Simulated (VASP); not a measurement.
# RbSi4P3 (P4/mmm) in VASP: single point with PBE

Aim: the single point of RbSi4P3 with PBE.

All numbers are computed with VASP 6.6.1; they aren't measurements. Logs are shortened: lines on timing, memory, paths and dates and some standing lists are left out, and cuts for length are marked.

## Step 1: The structure

It takes space group P4/mmm (No. 123, tetragonal). The conventional cell has a = 4.150 Å, b = 4.150 Å, c = 10.294 Å, α = 90.00°, β = 90.00°, γ = 90.00°. Rb (site symmetry 4/mmm) is surrounded by 8 P at 3.67 Å and 8 Si at 4.09 Å and 4 Rb at 4.15 Å. Si (site symmetry 2mm) has 4 P at 2.46 to 2.63 Å as nearest neighbours. Around P (site symmetry 4mm) lie 4 Si at 2.46 Å. P (site symmetry 4/mmm) is surrounded by 8 Si at 2.63 Å.

The cell was built by a generator and needn't be a form met in nature.

## Step 2: Single point, PBE

INCAR

```
SYSTEM = RbSi4P3
PREC = Accurate
ENCUT = 520
EDIFF = 1E-6
ISMEAR = -1
SIGMA = 0.0618
LREAL = .FALSE.
LASPH = .TRUE.
NELM = 80
ALGO = Fast
ISIF = 2
LWAVE = .FALSE.
LCHARG = .FALSE.
GGA = PE
NBANDS = 30
```

KPOINTS

```
regular mesh
0
G
  8 8 4
  0 0 0
```

POSCAR

```
RbSi4P3
1.0
    4.1501520000      0.0000000000      0.0000000000
    0.0000000000      4.1501520000      0.0000000000
    0.0000000000      0.0000000000     10.2943560000
Rb Si P
1 4 3
Direct
    0.0000000000      0.0000000000      0.5000000000
    0.0000000000      0.5000000000      0.1577300000
    0.5000000000      0.0000000000      0.1577300000
    0.0000000000      0.5000000000      0.8422700000
    0.5000000000      0.0000000000      0.8422700000
    0.5000000000      0.5000000000      0.2864200000
    0.5000000000      0.5000000000      0.7135800000
    0.0000000000      0.0000000000      0.0000000000
```

Potentials or basis: VASP PAW PBE potentials, release 64 (Rb_sv, Si, P).

Command:

```console
cat potpaw_PBE.64/Rb_sv/POTCAR potpaw_PBE.64/Si/POTCAR potpaw_PBE.64/P/POTCAR > POTCAR
mpirun -np 1 vasp_std > vasp.out
```

OUTCAR:

```text
SYSTEM = RbSi4P3
   PREC = Accurate
   ENCUT = 520
   EDIFF = 1E-6
   ISMEAR = -1
   LREAL = .FALSE.
   LASPH = .TRUE.
   NELM = 80
   ISIF = 2
   GGA = PE

 ion  position               nearest neighbor table
   1  0.000  0.000  0.500-   6 3.67   7 3.67   6 3.67   7 3.67   6 3.67   7 3.67   6 3.67   7 3.67
                             4 4.09   5 4.09   3 4.09   5 4.09   2 4.09   3 4.09   2 4.09   4 4.09
   2  0.000  0.500  0.158-   6 2.46   6 2.46   8 2.63   8 2.63   3 2.93   3 2.93   3 2.93   3 2.93
                             1 4.09   1 4.09
   3  0.500  0.000  0.158-   6 2.46   6 2.46   8 2.63   8 2.63   2 2.93   2 2.93   2 2.93   2 2.93
                             1 4.09   1 4.09
   4  0.000  0.500  0.842-   7 2.46   7 2.46   8 2.63   8 2.63   5 2.93   5 2.93   5 2.93   5 2.93
                             1 4.09   1 4.09
   5  0.500  0.000  0.842-   7 2.46   7 2.46   8 2.63   8 2.63   4 2.93   4 2.93   4 2.93   4 2.93
                             1 4.09   1 4.09
   6  0.500  0.500  0.286-   2 2.46   3 2.46   3 2.46   2 2.46   1 3.67   1 3.67   1 3.67   1 3.67

   7  0.500  0.500  0.714-   4 2.46   5 2.46   5 2.46   4 2.46   1 3.67   1 3.67   1 3.67   1 3.67

   8  0.000  0.000  0.000-   2 2.63   3 2.63   4 2.63   5 2.63   2 2.63   4 2.63   3 2.63   5 2.63

  LATTYP: Found a simple tetragonal cell.
 ALAT       =     4.1501520000
 C/A-ratio  =     2.4804768596

  Lattice vectors:

 A1 = (   4.1501520000,   0.0000000000,   0.0000000000)
 A2 = (   0.0000000000,   4.1501520000,   0.0000000000)
 A3 = (   0.0000000000,   0.0000000000,  10.2943560000)

Analysis of symmetry for initial positions (statically):
=====================================================================
 Subroutine PRICEL returns:
 Original cell was already a primitive cell.

 Routine SETGRP: Setting up the symmetry group for a
 simple tetragonal supercell.

 Subroutine GETGRP returns: Found 16 space group operations
 (whereof 16 operations were pure point group operations)
 out of a pool of 16 trial point group operations.

The static configuration has the point symmetry D_4h.

Analysis of symmetry for dynamics (positions and initial velocities):
=====================================================================
 Subroutine PRICEL returns:
 Original cell was already a primitive cell.

 Routine SETGRP: Setting up the symmetry group for a
 simple tetragonal supercell.

 Subroutine GETGRP returns: Found 16 space group operations
 (whereof 16 operations were pure point group operations)
 out of a pool of 16 trial point group operations.

The dynamic configuration has the point symmetry D_4h.

 Subroutine INISYM returns: Found 16 space group operations
 (whereof 16 operations are pure point group operations),
 and found     1 'primitive' translations

----------------------------------------------------------------------------------------

                                     Primitive cell

  volume of cell :     177.3075

  direct lattice vectors                    reciprocal lattice vectors
     4.150152000  0.000000000  0.000000000     0.240955030  0.000000000  0.000000000
     0.000000000  4.150152000  0.000000000     0.000000000  0.240955030  0.000000000
     0.000000000  0.000000000 10.294356000     0.000000000  0.000000000  0.097140608

  length of vectors
     4.150152000  4.150152000 10.294356000     0.240955030  0.240955030  0.097140608

  position of ions in fractional coordinates (direct lattice)
     0.000000000  0.000000000  0.500000000
     0.000000000  0.500000000  0.157730000
     0.500000000  0.000000000  0.157730000
     0.000000000  0.500000000  0.842270000
     0.500000000  0.000000000  0.842270000
     0.500000000  0.500000000  0.286420000
     0.500000000  0.500000000  0.713580000
     0.000000000  0.000000000  0.000000000

  ion indices of the primitive-cell ions
   primitive index   ion index
                 1           1
                 2           2
                 3           3
                 4           4
                 5           5
                 6           6
                 7           7
                 8           8

----------------------------------------------------------------------------------------

 KPOINTS: regular mesh

Automatic generation of k-mesh.
 Grid dimensions read from file:
 generate k-points for:    8    8    4

 Generating k-lattice:

  Cartesian coordinates                     Fractional coordinates (reciprocal lattice)
     0.030119379  0.000000000  0.000000000     0.125000000  0.000000000  0.000000000
     0.000000000  0.030119379  0.000000000     0.000000000  0.125000000  0.000000000
     0.000000000  0.000000000  0.024285152     0.000000000  0.000000000  0.250000000

  Length of vectors
     0.030119379  0.030119379  0.024285152

  Shift w.r.t. Gamma in fractional coordinates (k-lattice)
     0.000000000  0.000000000  0.000000000

 Subroutine IBZKPT returns following result:
 ===========================================

 Found     45 irreducible k-points:

 Following reciprocal coordinates:
            Coordinates               Weight
  0.000000  0.000000  0.000000      1.000000
  0.125000  0.000000  0.000000      4.000000
  0.250000  0.000000  0.000000      4.000000
  0.375000  0.000000  0.000000      4.000000
  0.500000  0.000000  0.000000      2.000000
  0.125000  0.125000  0.000000      4.000000
[... 16 lines left out ...]
  0.375000  0.125000  0.250000     16.000000
  0.500000  0.125000  0.250000      8.000000
 [... further k-points ...]
   k-points           NKPTS =     45   k-points in BZ     NKDIM =     45   number of bands    NBANDS=     30
   number of dos      NEDOS =    301   number of ions     NIONS =      8
   total plane-waves  NPLWV =  81920
   dimension x,y,z NGX =    32 NGY =   32 NGZ =   80
   dimension x,y,z NGXF=    64 NGYF=   64 NGZF=  160
   ions per type =               1   4   3
   NGX,Y,Z   is equivalent  to a cutoff of  12.82, 12.82, 12.92 a.u.
   NGXF,Y,Z  is equivalent  to a cutoff of  25.64, 25.64, 25.84 a.u.
 SYSTEM =  RbSi4P3
   PREC   = accura    normal or accurate (medium, high low for compatibility)
   ISTART =      0    job   : 0-new  1-cont  2-samecut
   ICHARG =      2    charge: 1-file 2-atom 10-const
   ISPIN  =      1    spin polarized calculation?
   LNONCOLLINEAR =      F non collinear calculations
   LSORBIT =      F    spin-orbit coupling
   LASPH  =      T    aspherical Exc in radial PAW
   ENCUT  =  520.0 eV  38.22 Ry    6.18 a.u.   7.72  7.72 19.14*2*pi/ulx,y,z
   NELM   =     80;   NELMIN=  2; NELMDL= -5     # of ELM steps
   EDIFF  = 0.1E-05   stopping-criterion for ELM
   LREAL  =      F    real-space projection
   EDIFFG = 0.1E-04   stopping-criterion for IOM
   NSW    =      0    number of steps for IOM
   IBRION =     -1    ionic relax: 0-MD 1-quasi-New 2-CG
   NFREE  =      0    steps in history (QN), initial steepest desc. (CG)
   ISIF   =      2    stress and relaxation
   ISYM   =      2    0-nonsym 1-usesym 2-fastsym
   POTIM  = 0.5000    time-step for ionic-motion
   TEBEG  =    0.0;   TEEND  =   0.0 temperature during run
   PSTRESS=    0.0 pullay stress
   NELECT =      40.0000    total number of electrons
   NUPDOWN=      -1.0000    fix difference up-down
   EMIN   =  10.00;   EMAX   =-10.00  energy-range for DOS
   EFERMI =   0.00;   METHOD = LEGACY
   ISMEAR =    -1;   SIGMA  =   0.06  broadening in eV -4-tet -1-fermi 0-gaus
   EFERMI_NEDOS =   21; number of points for ismear=-14 and -15
   IALGO  =     68    algorithm
   IMIX   =      4    mixing-type and parameters
     AMIX     =   0.40;   BMIX     =  1.00
     AMIX_MAG =   1.60;   BMIX_MAG =  1.00
  volume/ion in A,a.u.               =      22.16       149.57
  Fermi-wavevector in a.u.,A,eV,Ry     =   0.996596  1.883293 13.513353  0.993203
  Thomas-Fermi vector in A             =   2.128695
   LORBIT       =      0    0 simple, 1 ext, 2 COOP (PROOUT), +10 PAW based schemes
   GGA     = PE    functional components
   LHFCALC =     F    Hartree Fock is set to
   AEXX    =    0.0000 exact exchange contribution
   IVDW    =     0    specifies the selected vdW correction
   LEPSILON=     F    determine dielectric tensor
   LRPA    =     F    only Hartree local field effects (RPA)
 non-spin polarized calculation
 RMM-DIIS sequential band-by-band and
  energy-cutoff  :      520.00
  volume of cell :      177.31
 maximum number of plane-waves:      4804
 NGX is ok and might be reduce to    32
   NGX = 15   NGY = 15   NGZ = 39

 number of electron      40.0000003 magnetization

 Free energy of the ion-electron system (eV)
  ---------------------------------------------------
  ext. energy  EPLUGINS =         0.00000000
  ---------------------------------------------------
  free energy    TOTEN  =       -36.45649931 eV

  energy without entropy =      -36.40765298  energy(sigma->0) =      -36.43207614

 E-fermi :   5.7028     XC(G=0):  -9.2365

 val. band max:        5.7024992532   @ k =   0.2500   0.0000   0.0000
 cond. band min:       5.7079017493   @ k =   0.3750   0.0000   0.5000
 fundamental gap:      0.0054024961
 Fermi energy:         5.7028090831

 k-point     1 :       0.0000    0.0000    0.0000
  band No.  band energies     occupation
      1     -22.3893      2.00000
      2      -8.3396      2.00000
      3      -7.5057      2.00000
      4      -6.3879      2.00000
      5      -6.3879      2.00000
      6      -6.3158      2.00000
[... 22 lines left out ...]
     29       8.9528      0.00000
     30       9.7778      0.00000

 k-point     2 :       0.1250    0.0000    0.0000
  band No.  band energies     occupation
      1     -22.3866      2.00000
      2      -8.2315      2.00000
      3      -7.4108      2.00000
      4      -6.4613      2.00000
      5      -6.3828      2.00000
      6      -6.3094      2.00000
[... 718 lines left out ...]
 k-point    24 :       0.5000    0.1250    0.2500
  band No.  band energies     occupation
      1     -22.3686      2.00000
      2      -6.9390      2.00000
      3      -6.8087      2.00000
      4      -6.4626      2.00000
      5      -6.4381      2.00000
      6      -6.4012      2.00000
[... 22 lines left out ...]
     29       9.4810      0.00000
     30      10.2499      0.00000

 [... further k-points ...]

------------------------ aborting loop because EDIFF is reached ----------------------------------------

  FORCE on cell =-STRESS in cart. coord.  units (eV):
  Direction    XX          YY          ZZ          XY          YZ          ZX
  --------------------------------------------------------------------------------------
  -------------------------------------------------------------------------------------
  Total       -1.4808872     -1.4808872     -2.2962545      0.0000000      0.0000000     -0.0000000
  in kB      -13.3815179    -13.3815179    -20.7492987      0.0000000      0.0000000     -0.0000000
  external PRESSURE =     -15.8374448 kB  Pullay stress =       0.0000000 kB

 VOLUME and BASIS-vectors are now :
 -----------------------------------------------------------------------------
  energy-cutoff  :      520.00
  volume of cell :      177.31
      direct lattice vectors                 reciprocal lattice vectors
     4.150152000  0.000000000  0.000000000     0.240955030  0.000000000  0.000000000
     0.000000000  4.150152000  0.000000000     0.000000000  0.240955030  0.000000000
     0.000000000  0.000000000 10.294356000     0.000000000  0.000000000  0.097140608

 POSITION                                       TOTAL-FORCE (eV/Angst)
 -----------------------------------------------------------------------------------
      0.00000      0.00000      5.14718         0.000000      0.000000      0.000000
      0.00000      2.07508      1.62373        -0.000000     -0.000000      0.402060
      2.07508      0.00000      1.62373        -0.000000     -0.000000      0.402060
      0.00000      2.07508      8.67063         0.000000      0.000000     -0.402060
      2.07508      0.00000      8.67063         0.000000     -0.000000     -0.402060
      2.07508      2.07508      2.94851        -0.000000      0.000000     -0.712133
      2.07508      2.07508      7.34585         0.000000     -0.000000      0.712133
      0.00000      0.00000      0.00000         0.000000      0.000000      0.000000
 -----------------------------------------------------------------------------------
    total drift:                               -0.000000      0.000000      0.000000

  FREE ENERGIE OF THE ION-ELECTRON SYSTEM (eV)
  ---------------------------------------------------
  free  energy   TOTEN  =       -36.4564993103 eV

  energy  without entropy=      -36.4076529790  energy(sigma->0) =      -36.43207614
```

Wall time 4.3 min (1 thread of Intel Xeon Platinum 8488C (Sapphire Rapids), shared host); peak memory 0.4 GiB.

What came out:

| Quantity | Value |
| --- | --- |
| Free energy | -36.4565 eV |
| Pressure | -1.6 GPa |
| Largest force | 0.712 eV/Å |
| Band gap on the k mesh | none (metal or under the smearing width) |

Forces on the atoms (eV/Å):
```
Rb   0.000  0.000  0.000
Si   0.000  0.000  0.402
Si   0.000  0.000  0.402
Si   0.000  0.000 -0.402
Si   0.000  0.000 -0.402
P    0.000  0.000 -0.712
P    0.000  0.000  0.712
P    0.000  0.000  0.000
```

Stress tensor (GPa, compression positive):
```
-1.34  0.00  0.00
 0.00 -1.34  0.00
 0.00  0.00 -2.07
```

Levels at points of the mesh, in eV from the Fermi level:
| k point | band 17 | band 18 | band 19 | band 20 | band 21 | band 22 | band 23 | band 24 |
| --- | --- | --- | --- | --- | --- | --- | --- | --- |
| (0.00, 0.00, 0.00) | -2.72 | -2.61 | -1.80 | -1.13 | -0.62 | -0.21 | 0.61 | 0.61 |
| (0.50, 0.00, 0.00) | -2.50 | -2.01 | -1.65 | -0.92 | 0.18 | 0.30 | 0.64 | 1.42 |
| (0.50, 0.50, 0.00) | -2.41 | -2.08 | -2.08 | -0.13 | 1.03 | 1.76 | 1.76 | 3.38 |
| (0.00, 0.00, 0.50) | -2.74 | -2.74 | -1.68 | -0.54 | -0.47 | -0.28 | 0.61 | 0.61 |
| (0.50, 0.00, 0.50) | -2.36 | -2.09 | -1.70 | -0.90 | -0.08 | 0.31 | 0.60 | 1.62 |
| (0.50, 0.50, 0.50) | -2.27 | -1.97 | -1.97 | 0.59 | 0.61 | 1.57 | 1.57 | 1.94 |
